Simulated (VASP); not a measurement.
Wanted: the native input for a VASP 6.6.1 run.

- Task: relaxation of cell and atoms
- Functional: revPBE
- Potentials or basis: VASP PAW PBE potentials, release 64 (Eu, Mo_sv)
- Cutoff: 600 eV
- k mesh: 6 × 6 × 6
- Occupations: fermi-dirac, width 0.05 eV
- Spin: collinear spin, ferromagnetic start
- Starting moments: [7.0, 1.0] μB
- Further INCAR settings: ALGO = Normal; EDIFF = 1e-07; IBRION = 2; EDIFFG = -0.02; NSW = 60; ISIF = 3

The structure of EuMo lies in POSCAR:

```
EuMo
1.0
    3.5314500000      0.0000000000      0.0000000000
    0.0000000000      3.5314500000      0.0000000000
    0.0000000000      0.0000000000      3.5314500000
Eu Mo
1 1
Direct
    0.5000000000      0.5000000000      0.5000000000
    0.0000000000      0.0000000000      0.0000000000
```

The cell was built by a generator and needn't be a form met in nature.

The input as run:

INCAR

```
SYSTEM = EuMo
  PREC = Accurate
  ENCUT = 600
  EDIFF = 1E-7
  ISMEAR = -1
  SIGMA = 0.05
  LREAL = .False.
  LASPH = .True.
  NELM = 100
  ALGO = Normal
  ISIF = 3
  LWAVE = .False.
  LCHARG = .False.
  ISPIN = 2
  MAGMOM = 7 1
  LORBIT = 11
  LMAXMIX = 6
  GGA = RE
  IBRION = 2
  NSW = 60
  EDIFFG = -0.02
```

KPOINTS

```
Automatic mesh
0
Gamma
  6 6 6
  0 0 0
```

Potentials or basis: VASP PAW PBE potentials, release 64 (Eu, Mo_sv).

Run with:

```bash
$ cat potpaw_PBE.64/Eu/POTCAR potpaw_PBE.64/Mo_sv/POTCAR > POTCAR
$ mpirun -np 1 vasp_std > vasp.out
```

Results of the run:

```json
{
  "Relaxed volume": "24.39 Å³/atom",
  "Relaxed cell": "a = 3.654 Å, b = 3.654 Å, c = 3.654 Å, α = 90.00°, β = 90.00°, γ = 90.00°",
  "Space group after relaxing (to 0.05 Å)": "Pm-3m (No. 221)",
  "Energy gained by relaxing": "29.4 meV/atom",
  "Ionic steps": "4",
  "Pressure after relaxing": "0.1 GPa",
  "Band gap on the k mesh": "none (metal or under the smearing width)",
  "Net moment": "4.00 μB per cell",
  "Site moments": "Eu +6.29; Mo -2.17 μB",
  "Valence electrons inside the program's atomic spheres": "Eu 14.78; Mo 12.28"
}
```

Caveat: the PAW data sets were made with another functional, which shifts forces and pressure a little; spin-orbit coupling is left out, which moves the levels of the heavy elements; without U or exact exchange the open f shell lies at the Fermi level, which spoils levels, moments and volumes.

Wall time 7 min on 1 thread of AMD EPYC 9R45 96-Core Processor (Zen 5), on a shared host, peak memory 0.2 GiB.
